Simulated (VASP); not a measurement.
Input of a VASP 6.6.1 run:

Contents of INCAR:

```
SYSTEM = Be2ZnO3
PREC = Accurate ; ENCUT = 520
EDIFF = 1E-6 ; ISMEAR = 0
SIGMA = 0.03 ; LREAL = .False.
LASPH = .True. ; NELM = 150
ALGO = Normal ; ISIF = 2
LWAVE = .False. ; LCHARG = .False.
METAGGA = R2SCAN ; LMIXTAU = .True.
NBANDS = 46 ; KPAR = 4
```

KPOINTS

```
Automatic mesh
0
Gamma
  6 6 6
  0 0 0
```

POSCAR

```
Be2ZnO3
1.0
    4.3659700000     -2.5090900000      0.0000000000
    4.3659700000      2.5090900000      0.0000000000
    0.0000000000      0.0000000000      4.6365100000
Be Zn O
4 2 6
Direct
    0.5140700000      0.8336680000      0.5050230000
    0.8336680000      0.5140700000      0.0050230000
    0.1663320000      0.4859300000      0.5050230000
    0.4859300000      0.1663320000      0.0050230000
    0.1798620000      0.8201380000      0.9954440000
    0.8201380000      0.1798620000      0.4954440000
    0.5489540000      0.8359660000      0.8646060000
    0.1640340000      0.4510460000      0.8646060000
    0.7830510000      0.2169490000      0.9300950000
    0.8359660000      0.5489540000      0.3646060000
    0.4510460000      0.1640340000      0.3646060000
    0.2169490000      0.7830510000      0.4300950000
```

Potentials or basis: VASP PAW PBE potentials, release 64 (Be, Zn, O).

Launch:

```bash
$ cat potpaw_PBE.64/Be/POTCAR potpaw_PBE.64/Zn/POTCAR potpaw_PBE.64/O/POTCAR > POTCAR
$ mpirun -np 4 vasp_std > vasp.out
```

(1) What does it give for the pressure?

(2) What does it give for the largest force?

## Answers

(1) -5.3 GPa.

(2) 0.179 eV/Å.

Caveat: the PAW data sets were made with another functional, which shifts forces and pressure a little.
